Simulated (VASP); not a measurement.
A convergence study with VASP on Si (diamond): one setting is varied, all else stays as given below, so the limit is that of these other settings. Each run relaxes cell and ions from the cell shown.

```
CELL_PARAMETERS angstrom
      0.00000     2.71550     2.71550
      2.71550     0.00000     2.71550
      2.71550     2.71550     0.00000
ATOMIC_POSITIONS crystal
  Si 0.00000 0.00000 0.00000
  Si 0.25000 0.25000 0.25000
```

Calculation: PBE GGA, VASP's PBE PAW potentials (set 64) (plane waves; VASP). The tightest run used: 550 eV cut-off, 12×12×12 Γ-centred mesh, Gaussian smearing of 0.050 eV, potentials Si.

Gaps are read on the run's mesh, which can miss a band edge.

```csv
setting,relaxed volume (Å³/atom),E (eV/atom),gap on the mesh (eV),irreducible k-points
2×2×2 mesh,22.096,-4.2042,0.797,3
3×3×3 mesh,20.859,-5.1234,0.750,4
4×4×4 mesh,20.573,-5.3328,0.747,8
```

### Question
These are the cheaper rows. Estimate the results at 12×12×12 mesh, and how far the last row shown lies from them.

### Answer

```tsv
quantity	tightest run	last row shown is off by
relaxed volume (Å³/atom)	20.442	0.131
E (eV/atom)	-5.4249	0.0921
gap on the mesh (eV)	0.610	0.137
```

Left out are rungs that failed or repeat a setting and relaxations that didn't move; long series are thinned to 24 rows.

The compound is Si in the diamond structure.
